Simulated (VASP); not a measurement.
Consider the following.

```xyz
2
Lattice="0.0000 2.3885 2.3885 2.3885 0.0000 2.3885 2.3885 2.3885 0.0000" Properties=species:S:1:pos:R:3 pbc="T T T"
Ca     0.0000     0.0000     0.0000
O      2.3885     2.3885     2.3885
```

The numbers are results of PBEsol GGA, VASP's PBE PAW potentials (set 64) (plane waves; VASP 6.6.1), not measurements. Numerical set-up: 620 eV cut-off, 10×10×10 Γ-centred mesh, Gaussian smearing of 0.050 eV, potentials Ca_sv O.

**Question.** Estimate the energy per atom (σ→0), band gap (on the k-mesh) with the smallest direct gap where there is one.

**Answer.** 
The band gap (on the k-mesh) is 3.53 eV and the smallest direct gap (on the k-mesh) is 3.90 eV. The energy per atom (σ→0) is -6.707 eV/atom.

The structure was generated: CaO was put into the rock salt type (Fm-3m), which need not be its known phase. It was relaxed first, which changed the volume by -24 %.
